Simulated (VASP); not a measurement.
Given:

```xyz
2
Lattice="0.0000 2.3006 2.3006 2.3006 0.0000 2.3006 2.3006 2.3006 0.0000" Properties=species:S:1:pos:R:3 pbc="T T T"
Ni     3.4510     3.4510     3.4510
Ni     2.3006     2.3006     2.3006
```
Starting moments (μB, in the order of the record's atoms Ni Ni): 2.0 2.0.

Method: r2SCAN meta-GGA, VASP's PBE PAW potentials (set 64) (plane waves; VASP 6.6.1). Settings: 400 eV cut-off, 12×12×12 Γ-centred mesh, first-order Methfessel-Paxton smearing of 0.10 eV, potentials Ni.

Energy and stress use the plane-wave basis of the starting cell.

Problem. The ions, cell shape and volume are relaxed. What does this cell relax into?

Solution. 
```xyz
2
Lattice="0.0000 2.5055 2.5055 2.5055 0.0000 2.5055 2.5055 2.5055 0.0000" Properties=species:S:1:pos:R:3 pbc="T T T"
Ni     3.7583     3.7583     3.7583
Ni     2.5055     2.5055     2.5055
```
Space group Fd-3m (227), at a tolerance of 0.03 Å. The cell ends with -1.69 μB, on the sites -0.85 -0.85 μB.

Problem. How do energy and volume change from the first to the last step?

Solution. The energy (σ→0) changes by -428.6 meV/atom and the volume by +29.2 %, in 6 ionic steps.

The structure was generated: Ni was put into the diamond type (Fd-3m), which need not be its known phase. This run relaxes it. Symmetry was kept, so distortions that lower it aren't found.
